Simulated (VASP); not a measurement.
A convergence study with VASP on Rh (fcc): one setting is varied, all else stays as given below, so the limit is that of these other settings.

```xyz
1
Lattice="0.0000 1.9000 1.9000 1.9000 0.0000 1.9000 1.9000 1.9000 0.0000" Properties=species:S:1:pos:R:3 pbc="T T T"
Rh     0.0000     0.0000     0.0000
```

Calculation: LDA (Ceperley-Alder, Perdew-Zunger), VASP's LDA PAW potentials (set 64) (plane waves; VASP). The tightest run used: 550 eV cut-off, 26×26×26 Γ-centred mesh, first-order Methfessel-Paxton smearing of 0.10 eV, potentials Rh_pv.

Q: The settings run are 1×1×1 mesh; 2×2×2 mesh; 3×3×3 mesh; 4×4×4 mesh; 5×5×5 mesh; 6×6×6 mesh; 7×7×7 mesh; 8×8×8 mesh; 9×9×9 mesh; 10×10×10 mesh; 11×11×11 mesh; 12×12×12 mesh; 15×15×15 mesh; 16×16×16 mesh; 17×17×17 mesh; 18×18×18 mesh; 19×19×19 mesh; 20×20×20 mesh; 21×21×21 mesh; 22×22×22 mesh; 23×23×23 mesh; 24×24×24 mesh; 25×25×25 mesh; 26×26×26 mesh. From which on does the stress (every component) stay within 0.5 GPa of the tightest run?

A: From 9×9×9 mesh on: it is off by 0.05 there and by no more than 0.5 in any finer run, while 8×8×8 mesh is off by 0.82.
```
setting        E (eV/atom)  pressure (GPa)  irreducible k-points  difference judged (GPa)
-------------  -----------  --------------  --------------------  -----------------------
1×1×1 mesh        -13.4829           28.24                     1                    38.24
2×2×2 mesh         -4.8164           47.23                     3                    57.23
3×3×3 mesh         -7.2279           14.18                     4                    24.18
4×4×4 mesh         -9.1114          -17.00                     8                     7.00
5×5×5 mesh         -8.5143           -7.40                    10                     2.60
6×6×6 mesh         -8.5861           -8.47                    16                     1.53
7×7×7 mesh         -8.7312          -11.49                    20                     1.49
8×8×8 mesh         -8.6337           -9.18                    29                     0.82
9×9×9 mesh         -8.6636           -9.95                    35                     0.05
10×10×10 mesh      -8.6774          -10.08                    47                     0.08
11×11×11 mesh      -8.6571           -9.58                    56                     0.42
12×12×12 mesh      -8.6732          -10.19                    72                     0.19
15×15×15 mesh      -8.6693          -10.04                   120                     0.04
16×16×16 mesh      -8.6681           -9.91                   145                     0.09
17×17×17 mesh      -8.6721          -10.03                   165                     0.03
18×18×18 mesh      -8.6692          -10.01                   195                     0.01
19×19×19 mesh      -8.6689           -9.99                   220                     0.01
20×20×20 mesh      -8.6702          -10.00                   256                     0.00
21×21×21 mesh      -8.6699          -10.04                   286                     0.05
22×22×22 mesh      -8.6690          -10.00                   328                     0.00
23×23×23 mesh      -8.6691           -9.98                   364                     0.02
24×24×24 mesh      -8.6704          -10.05                   413                     0.05
25×25×25 mesh      -8.6687           -9.98                   455                     0.02
26×26×26 mesh      -8.6689          -10.00                   511                     0.00
```

Left out are rungs that failed or repeat a setting and relaxations that didn't move; long series are thinned to 24 rows.

The compound is Rh in the fcc structure. The cell was not relaxed at this level.
